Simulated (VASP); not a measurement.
Output of a VASP run:

OSZICAR:
```
       N       E                     dE             d eps       ncg     rms          rms(c)
DAV:   1     0.502760854621E+03    0.50276E+03   -0.28519E+04  1680   0.164E+03
DAV:   2    -0.169343775861E+02   -0.51970E+03   -0.50898E+03  1783   0.427E+02
DAV:   3    -0.496139494403E+02   -0.32680E+02   -0.32334E+02  1847   0.957E+01
DAV:   4    -0.504228479076E+02   -0.80890E+00   -0.80612E+00  1808   0.153E+01
DAV:   5    -0.504403239832E+02   -0.17476E-01   -0.17467E-01  1929   0.213E+00    0.317E+01
DAV:   6    -0.488989410774E+02    0.15414E+01   -0.93818E+00  1718   0.172E+01    0.116E+01
DAV:   7    -0.486692032533E+02    0.22974E+00   -0.43629E+00  1733   0.870E+00    0.569E+00
DAV:   8    -0.484936129561E+02    0.17559E+00   -0.73556E-01  1967   0.468E+00    0.124E+00
DAV:   9    -0.484943189562E+02   -0.70600E-03   -0.66270E-02  1872   0.121E+00    0.711E-01
DAV:  10    -0.484925989746E+02    0.17200E-02   -0.17590E-02  1891   0.853E-01    0.190E-01
DAV:  11    -0.484924970360E+02    0.10194E-03   -0.24030E-03  1799   0.292E-01    0.156E-01
DAV:  12    -0.484924599380E+02    0.37098E-04   -0.92155E-05  1891   0.564E-02    0.956E-02
DAV:  13    -0.484924407460E+02    0.19192E-04   -0.12881E-04  1805   0.626E-02    0.516E-03
DAV:  14    -0.484924412689E+02   -0.52283E-06   -0.40307E-06  1817   0.117E-02    0.836E-03
DAV:  15    -0.484924411428E+02    0.12610E-06   -0.16034E-07  1226   0.257E-03    0.580E-03
DAV:  16    -0.484924410285E+02    0.11425E-06   -0.60606E-07  1639   0.417E-03    0.242E-04
DAV:  17    -0.484924410292E+02   -0.67485E-09   -0.16513E-08  1066   0.858E-04
   1 F= -.48492441E+02 E0= -.48492441E+02  d E =0.000000E+00
```

File OUTCAR:
```
------------------------ aborting loop because EDIFF is reached ----------------------------------------
  FORCE on cell =-STRESS in cart. coord.  units (eV):
  Direction    XX          YY          ZZ          XY          YZ          ZX
  --------------------------------------------------------------------------------------
  Total       -0.0515675     -0.0515675     -0.0200488      0.0000000      0.0000000      0.0000000
  in kB       -0.7008051     -0.7008050     -0.2724650      0.0000000      0.0000000      0.0000000
  external PRESSURE =      -0.5580250 kB  Pullay stress =       0.0000000 kB
  volume of cell :      117.89
      direct lattice vectors                 reciprocal lattice vectors
     1.627803619 -2.819438255  0.000000000     0.307162359 -0.177340291  0.000000000
     1.627803619  2.819438255  0.000000000     0.307162359  0.177340291  0.000000000
     0.000000000  0.000000000 12.843833740     0.000000000  0.000000000  0.077858373
 POSITION                                       TOTAL-FORCE (eV/Angst)
 -----------------------------------------------------------------------------------
      1.62780      0.93981      3.21096         0.000000      0.000000     -0.000000
      1.62780     -0.93981      9.63288        -0.000000     -0.000000     -0.000000
      1.62780      0.93981     11.30294         0.000000     -0.000000      0.004897
      1.62780     -0.93981      4.88102         0.000000      0.000000      0.004897
      1.62780     -0.93981      1.54089        -0.000000      0.000000     -0.004897
      1.62780      0.93981      7.96281        -0.000000     -0.000000     -0.004897
 -----------------------------------------------------------------------------------
    total drift:                                0.000136      0.001072     -0.000034
  FREE ENERGIE OF THE ION-ELECTRON SYSTEM (eV)
  ---------------------------------------------------
  free  energy   TOTEN  =       -48.4924410292 eV

  energy  without entropy=      -48.4924410292  energy(sigma->0) =      -48.49244103

 total charge

# of ion       s       p       d       tot
------------------------------------------
    1        2.317   6.289   3.449  12.055
    2        2.317   6.289   3.449  12.055
    3        1.480   2.361   0.075   3.916
    4        1.480   2.361   0.075   3.916
    5        1.480   2.361   0.075   3.916
    6        1.480   2.361   0.075   3.916
--------------------------------------------------
tot         10.551  22.022   7.199  39.772

 Electric field gradients after diagonalization (V/A^2)
 (convention: |V_zz| > |V_xx| > |V_yy|)
----------------------------------------------------------------------
 ion       V_xx      V_yy      V_zz     asymmetry (V_yy - V_xx)/ V_zz
----------------------------------------------------------------------
   1      77.813    77.807  -155.620       0.000
   2      77.813    77.807  -155.620       0.000
   3      37.307    37.306   -74.613       0.000
   4      37.307    37.306   -74.613       0.000
   5      37.307    37.306   -74.613       0.000
   6      37.307    37.306   -74.613       0.000
```
(Selected blocks of OUTCAR.)

### POSCAR
```
WSe2
1
    1.6278036187    -2.8194382550    -0.0000000000
    1.6278036187     2.8194382550    -0.0000000000
    0.0000000000    -0.0000000000    12.8438337403
W Se
2 4
Direct
  0.3333330000   0.6666670000   0.2500000000
  0.6666670000   0.3333330000   0.7500000000
  0.3333330000   0.6666670000   0.8800284277
  0.6666670000   0.3333330000   0.3800284277
  0.6666670000   0.3333330000   0.1199715723
  0.3333330000   0.6666670000   0.6199715723
```

Q: Write an INCAR and KPOINTS that could have produced this output.

A: One answer among several that fit: the input of the run itself, LDA (Ceperley-Alder, Perdew-Zunger), plane waves, VASP's LDA PAW potentials (set 64).

File KPOINTS:
```
Automatic mesh
0
gamma
 9 9 2
0 0 0
```

**INCAR**
```
SYSTEM = WSe2
PREC = Accurate
ENCUT = 520
EDIFF = 1E-7
NELM = 100
ALGO = Normal
LREAL = .FALSE.
LASPH = .TRUE.
ISMEAR = -5
LMAXMIX = 6
LWAVE = .FALSE.
LCHARG = .TRUE.
LORBIT = 11
NEDOS = 601
ISIF = 2
LEFG = .TRUE.
```

POTCAR, in this order: W_sv Se (LDA.64 set). Program: vasp_std.

The compound is WSe2 in the 2H layered structure. It was relaxed first.
